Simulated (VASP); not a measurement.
Given:

```yaml
crystal:
  lattice:
    - [0.00000, 2.98622, 2.98622]
    - [2.98622, 0.00000, 2.98622]
    - [2.98622, 2.98622, 0.00000]
  atoms:
    - { symbol: Pb, position: [0.00000, 0.00000, 0.00000] }
    - { symbol: S, position: [0.50000, 0.50000, 0.50000] }
```

These are r2SCAN meta-GGA, VASP's PBE PAW potentials (set 64) (plane waves; VASP 6.6.1) values and carry that method's errors. Numerical set-up: 400 eV cut-off, 9×9×9 Γ-centred mesh, tetrahedra with Blöchl corrections, potentials Pb_d S.

Unless said otherwise, spin-orbit coupling is left out, though it shifts the bands of the heavy elements here.

Question: Give the energies of bands 7 to 13 at the high-symmetry points, in eV from the valence-band maximum.

Answer: 
```
band      Γ      X      U      L      W
----  -----  -----  -----  -----  -----
7     -6.13  -7.31  -8.10  -8.97  -8.06
8     -2.21  -5.18  -4.77  -1.82  -4.42
9     -2.21  -3.46  -2.95  -1.82  -4.42
10    -2.21  -3.46  -2.47   0.00  -1.05
11     5.51   4.26   3.65   0.70   2.50
12     5.51   5.95   4.43   2.25   5.03
13     5.51   6.03   5.41   2.25   5.03
```

The gap is direct, 0.70 eV, from the valence maximum at L to the conduction minimum at L.

The structure comes from a measured PbS entry (Fm-3m) of the Crystallography Open Database, whose conditions weren't checked. It was relaxed first.
